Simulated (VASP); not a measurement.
Al$_{2}$Cu (space group P4/mmm): computed properties

All values below come from r2SCAN meta-GGA, VASP's PBE PAW potentials (set 64) (plane waves; VASP).

```json
{
 "space_group": "P4/mmm (123)",
 "cell": "a = 4.074 Å, b = 4.074 Å, c = 2.862 Å, α = 90.00°, β = 90.00°, γ = 90.00°",
 "volume_per_atom": "15.84 Å³/atom",
 "band gap (over mesh and band path)": "none (metal, semimetal or under 0.01 eV)",
 "density": "4.11 g/cm³"
}
```

```
CELL_PARAMETERS angstrom
      4.07447     0.00000     0.00000
      0.00000     4.07447     0.00000
      0.00000     0.00000     2.86208
ATOMIC_POSITIONS crystal
  Al 0.50000 0.00000 0.50000
  Al 0.00000 0.50000 0.50000
  Cu 0.00000 0.00000 0.00000
```

The structure comes from a computed database's Al2Cu entry (P4/mmm); how it stands against other phases isn't given here. It was relaxed first. Symmetry was kept, so distortions that lower it aren't found. The electron count is odd and the run is not spin-polarised, which forces a metal.
